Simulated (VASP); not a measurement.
An input for Ansatz (written as the equivalent of a VASP run, and not itself run):

Ansatz 0.2 input:
```yaml
crystal:
  lattice:
    - [4.9002250, 0.0000000, 0.0000000]
    - [-2.4501130, 4.2437200, 0.0000000]
    - [0.0000000, 0.0000000, 5.4150060]
  atoms:
    - { symbol: Si, position: [0.5310900, 0.5310900, 0.0000000] }
    - { symbol: Si, position: [0.4689100, 0.0000000, 0.3333330] }
    - { symbol: Si, position: [0.0000000, 0.4689100, 0.6666670] }
    - { symbol: O, position: [0.2692200, 0.4133900, 0.7848900] }
    - { symbol: O, position: [0.5866100, 0.8558300, 0.1182230] }
    - { symbol: O, position: [0.1441700, 0.7307800, 0.4515570] }
    - { symbol: O, position: [0.4133900, 0.2692200, 0.2151100] }
    - { symbol: O, position: [0.8558300, 0.5866100, 0.8817770] }
    - { symbol: O, position: [0.7307800, 0.1441700, 0.5484430] }
kpoints:
  mp_grid: { grid: [1, 1, 1], shift: [0.5, 0.5, 0.5] }
hamiltonian:
  xc: lda
  pseudopotentials: { kind: paw }
scf:
  occupations: { method: gaussian, width: 0.01 }
  max_iter: 100
output: { forces: true, stress: true, eigenvalues: true }
```

Question: Translate this input to VASP (INCAR, KPOINTS, POSCAR, choice of POTCAR).

Answer: Several could match; the one computed here: 
File KPOINTS:
```
Automatic
0
Gamma
1 1 1
0.5 0.5 0.5
```

POSCAR:
```
SiO2
1
    4.9002250000     0.0000000000     0.0000000000
   -2.4501130000     4.2437200000     0.0000000000
    0.0000000000     0.0000000000     5.4150060000
Si O
3 6
Direct
  0.5310900000   0.5310900000   0.0000000000
  0.4689100000   0.0000000000   0.3333330000
  0.0000000000   0.4689100000   0.6666670000
  0.2692200000   0.4133900000   0.7848900000
  0.5866100000   0.8558300000   0.1182230000
  0.1441700000   0.7307800000   0.4515570000
  0.4133900000   0.2692200000   0.2151100000
  0.8558300000   0.5866100000   0.8817770000
  0.7307800000   0.1441700000   0.5484430000
```

INCAR:
```
SYSTEM = SiO2
PREC = Accurate
ENCUT = 240
EDIFF = 1E-6
NELM = 100
ALGO = Normal
LREAL = .FALSE.
LASPH = .TRUE.
ISMEAR = 0
SIGMA = 0.01
LWAVE = .FALSE.
LCHARG = .FALSE.
ISIF = 2
```

POTCAR, in this order: Si O (LDA.64 set). Program: vasp_std.

Limits of the translation: each code has its own PAW files, so the cut-off isn't converted (ENCUT is set for VASP's; basis.ecutwfc is left out, and Ansatz then takes the one that its files recommend); Ansatz stops its SCF on the density residual and VASP on the energy change (EDIFF); Ansatz's lda is the Perdew-Wang form, while the LDA potentials of VASP carry Perdew-Zunger's.

The structure comes from a computed database's SiO2 entry; how it stands against other phases isn't given here. The cell was not relaxed at this level. The k-mesh is coarse (spacing up to 1.48 per Å, 2π included), so the numbers may not be converged in it. The run is one of a series of settings (ENCUT = 240, GGA removed, KPOINTS 1×1×1 Γ-centred mesh shifted by (0.5, 0.5, 0.5), POTCAR Si O (LDA.64 set) against the base run), some of them coarse on purpose.
